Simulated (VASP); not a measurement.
Given:

```xyz
2
Lattice="1.4296 -2.3809 0.0000 1.4296 2.3809 0.0000 0.0000 0.0000 4.4480" Properties=species:S:1:pos:R:3 pbc="T T T"
Re     1.4296     0.7936     1.1120
Re     1.4296    -0.7936     3.3360
```

These are PBEsol GGA, VASP's PBE PAW potentials (set 64) (plane waves; VASP) values and carry that method's errors. Settings: 480 eV cut-off, 14×14×8 Γ-centred mesh, first-order Methfessel-Paxton smearing of 0.10 eV, potentials Re.

**Question.** Which forces act on the atoms, in eV/Å?

**Answer.** 
```tsv
atom	Fx	Fy	Fz
Re1	0.000	0.099	0.000
Re2	0.000	-0.099	0.000
```

**Question.** Give the stress tensor in GPa (positive for a compressed cell).

**Answer.** 
```
-21.80    0.00    0.00
  0.00  -10.64    0.00
  0.00    0.00   -9.44
```
The pressure is its mean diagonal, -13.96 GPa.

The compound is Re in the hcp structure. This cell was strained or had an atom moved on purpose.
